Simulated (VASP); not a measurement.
Input for VASP

**INCAR**
```
EDIFF = 1E-6   ! SCF stop (eV)
SYSTEM = ZrS2
ENCUT = 520
ISMEAR = 0
SIGMA = 0.05
NELM = 100
LREAL = .FALSE.   ! projection in real space or not
GGA = PE   ! PBE
PREC = Accurate
ALGO = Normal   ! blocked Davidson
LASPH = .TRUE.   ! aspherical one-centre terms
LCHARG = .FALSE.
LMAXMIX = 4   ! l cut-off of mixed one-centre charges
LWAVE = .TRUE.
```

### KPOINTS
```
Automatic mesh
0
Gamma
6 6 4
0 0 0
```

**POSCAR**
```
ZrS2
1.0
  1.8433881842  -3.1928420157   0.0000000000
  1.8433881842   3.1928420157   0.0000000000
  0.0000000000   0.0000000000   6.4528605364
Zr S
1 2
Cart
  0.0000000000   0.0000000000   0.0000000000
  1.8433881842   1.0642828005   1.4481872854
  1.8433881842  -1.0642828005   5.0046732510
```

POTCAR, in this order: Zr_sv S (PBE.64 set). Program: vasp_std.

Q: Translate this PBE calculation to Quantum ESPRESSO's pw.x.

A: One equivalent input (not run):
```
&CONTROL
  calculation = 'scf'
  pseudo_dir = './pseudo'
  outdir = './out'
  tprnfor = .true.
  tstress = .true.
/
&SYSTEM
  ibrav = 0
  nat = 3
  ntyp = 2
  ecutwfc = 66
  occupations = 'smearing'
  smearing = 'gaussian'
  degauss = 0.003675
  input_dft = 'pbe'
/
&ELECTRONS
  conv_thr = 7.3e-08
  electron_maxstep = 100
/
ATOMIC_SPECIES
  Zr 91.224 Zr.upf
  S 32.060 S.upf
CELL_PARAMETERS angstrom
     1.8433882   -3.1928420    0.0000000
     1.8433882    3.1928420    0.0000000
     0.0000000    0.0000000    6.4528605
ATOMIC_POSITIONS crystal
  Zr   0.0000000  0.0000000  0.0000000
  S    0.3333330  0.6666670  0.2244256
  S    0.6666670  0.3333330  0.7755744
K_POINTS automatic
  6 6 4 0 0 0
```
The two are equivalent in intent, not identical: the potentials are each code's own (VASP's PAW set, PseudoDojo norm-conserving files in pw.x), so ENCUT and ecutwfc are chosen apart and not converted; conv_thr bounds pw.x's estimated SCF error, while EDIFF bounds the energy change between steps.

The compound is ZrS2 in the 1T layered structure. It was relaxed first, which changed the volume by +13 %.
